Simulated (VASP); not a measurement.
```
CELL_PARAMETERS angstrom
      0.00000     2.61444     2.61444
      2.61444     0.00000     2.61444
      2.61444     2.61444     0.00000
ATOMIC_POSITIONS crystal
  Mn 0.75000 0.75000 0.75000
  Mn 0.50000 0.50000 0.50000
```
Starting moments (μB, in the order of the record's atoms Mn Mn): 4.0 4.0.

Computed with PBE GGA, VASP's PBE PAW potentials (set 64) (plane waves; VASP 6.6.1). Run with 300 eV cut-off, 9×9×9 Γ-centred mesh, Gaussian smearing of 0.10 eV, potentials Mn_pv.

At this cut-off the stress carries a Pulay error, which pulls relaxed volumes low. Energy and stress use the plane-wave basis of the starting cell. The moments were started parallel, and other spin orders were not tried in this run.

Task: The ions, cell shape and volume are relaxed. What does this cell relax into?

Result: 
```
CELL_PARAMETERS angstrom
      0.00000     2.47793     2.47793
      2.47793     0.00000     2.47793
      2.47793     2.47793     0.00000
ATOMIC_POSITIONS crystal
  Mn 0.75000 0.75000 0.75000
  Mn 0.50000 0.50000 0.50000
```
Space group Fd-3m (227), at a tolerance of 0.03 Å. The cell ends with 0.00 μB, on the sites 0.00 0.00 μB.

Task: How do energy and volume change from the first to the last step?

Result: The energy (σ→0) changes by -159.1 meV/atom and the volume by -14.9 %, in 4 ionic steps.

The structure was generated: Mn was put into an ordered model structure, which need not be its known phase. This run relaxes it. Symmetry was kept, so distortions that lower it aren't found. The run is one of a series of settings (EDIFFG = -0.01, IBRION = 2, ISIF = 3, NSW = 50 against the base run), some of them coarse on purpose.
